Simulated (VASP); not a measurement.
Level of theory: PBE GGA, VASP's PBE PAW potentials (set 64) (plane waves; VASP 6.6.1).

VASP input:

**KPOINTS**
```
K-points
0
G
4 4 4
```

INCAR:
```
# general
SYSTEM  = Be3ZnSe4
PREC    = Accurate
ENCUT   = 400   # plane-wave cut-off (eV)
LREAL   = .False.   # projection in real space or not
LASPH   = .True.

# electronic loop
EDIFF   = 1E-6
NELM    = 100
ALGO    = Normal   # blocked Davidson
LMAXMIX = 4

# smearing
ISMEAR  = 0   # Gaussian
SIGMA   = 0.05

# functional
GGA     = PE   # PBE

# output
LWAVE   = .False.
LCHARG  = .True.
```

POSCAR:
```
Be3ZnSe4
5.3224720
  1.0000000766   0.0000000000   0.0000000000
  0.0000000000   1.0000000766   0.0000000000
  0.0000000000   0.0000000000   1.0000000766
Zn Se Be
1 4 3
Cart
  1.0000000766   0.0000000000   1.0000000766
  0.2627996830   0.2627996830   0.2627996830
  0.7372003936   0.7372003936   0.2627996830
  0.7372003936   0.2627996830   0.7372003936
  0.2627996830   0.7372003936   0.7372003936
  0.5000000383   0.5000000383   1.0000000766
  0.5000000383   0.0000000000   0.5000000383
  1.0000000766   0.5000000383   0.5000000383
```

POTCAR, in this order: Zn Se Be (PBE.64 set). Program: vasp_std.

Output

OSZICAR:
```
       N       E                     dE             d eps       ncg     rms          rms(c)
DAV:   1     0.224115629409E+03    0.22412E+03   -0.15717E+04   520   0.123E+03
DAV:   2    -0.106262685676E+02   -0.23474E+03   -0.22906E+03   614   0.267E+02
DAV:   3    -0.326367084715E+02   -0.22010E+02   -0.21919E+02   606   0.897E+01
DAV:   4    -0.330957769624E+02   -0.45907E+00   -0.45837E+00   710   0.139E+01
DAV:   5    -0.331001884784E+02   -0.44115E-02   -0.44096E-02   652   0.135E+00    0.753E+00
DAV:   6    -0.324477230043E+02    0.65247E+00   -0.14445E+00   684   0.411E+01    0.540E+00
DAV:   7    -0.323750555206E+02    0.72667E-01   -0.12292E+00   626   0.608E+00    0.190E+00
DAV:   8    -0.323783939523E+02   -0.33384E-02   -0.53943E-02   644   0.298E+00    0.668E-01
DAV:   9    -0.323807125005E+02   -0.23185E-02   -0.12512E-02   668   0.169E+00    0.127E-01
DAV:  10    -0.323809375266E+02   -0.22503E-03   -0.28133E-03   672   0.886E-01    0.623E-02
DAV:  11    -0.323811193890E+02   -0.18186E-03   -0.68181E-04   608   0.218E-01    0.227E-02
DAV:  12    -0.323811348538E+02   -0.15465E-04   -0.79933E-05   706   0.130E-01    0.143E-02
DAV:  13    -0.323811421139E+02   -0.72601E-05   -0.55301E-05   598   0.107E-01    0.487E-03
DAV:  14    -0.323811425477E+02   -0.43377E-06   -0.48301E-06   616   0.262E-02
   1 F= -.32381143E+02 E0= -.32381143E+02  d E =-.372678E-11
```

**OUTCAR**
```
------------------------ aborting loop because EDIFF is reached ----------------------------------------
  FORCE on cell =-STRESS in cart. coord.  units (eV):
  Direction    XX          YY          ZZ          XY          YZ          ZX
  --------------------------------------------------------------------------------------
  Total        0.0111224      0.0111224      0.0111224      0.0000000     -0.0000000     -0.0000000
  in kB        0.1181870      0.1181870      0.1181870      0.0000000     -0.0000000     -0.0000000
  external PRESSURE =       0.1181870 kB  Pullay stress =       0.0000000 kB
  volume of cell :      150.78
      direct lattice vectors                 reciprocal lattice vectors
     5.322472408  0.000000000  0.000000000     0.187882609  0.000000000  0.000000000
     0.000000000  5.322472408  0.000000000     0.000000000  0.187882609  0.000000000
     0.000000000  0.000000000  5.322472408     0.000000000  0.000000000  0.187882609
 POSITION                                       TOTAL-FORCE (eV/Angst)
 -----------------------------------------------------------------------------------
      0.00000      0.00000      0.00000        -0.000000     -0.000000     -0.000000
      1.39874      1.39874      1.39874         0.005607      0.005607      0.005607
      3.92373      3.92373      1.39874        -0.005607     -0.005607      0.005607
      3.92373      1.39874      3.92373        -0.005607      0.005607     -0.005607
      1.39874      3.92373      3.92373         0.005607     -0.005607     -0.005607
      2.66124      2.66124      0.00000         0.000000     -0.000000     -0.000000
      2.66124      0.00000      2.66124        -0.000000     -0.000000     -0.000000
      0.00000      2.66124      2.66124        -0.000000     -0.000000     -0.000000
 -----------------------------------------------------------------------------------
    total drift:                               -0.000000     -0.000000      0.000000
  FREE ENERGIE OF THE ION-ELECTRON SYSTEM (eV)
  ---------------------------------------------------
  free  energy   TOTEN  =       -32.3811425477 eV

  energy  without entropy=      -32.3811425477  energy(sigma->0) =      -32.38114255
```
(Selected blocks of OUTCAR.)

The structure was generated: Be3ZnSe4 was put into an ordered model structure (P-43m), which need not be its known phase. It was relaxed first.
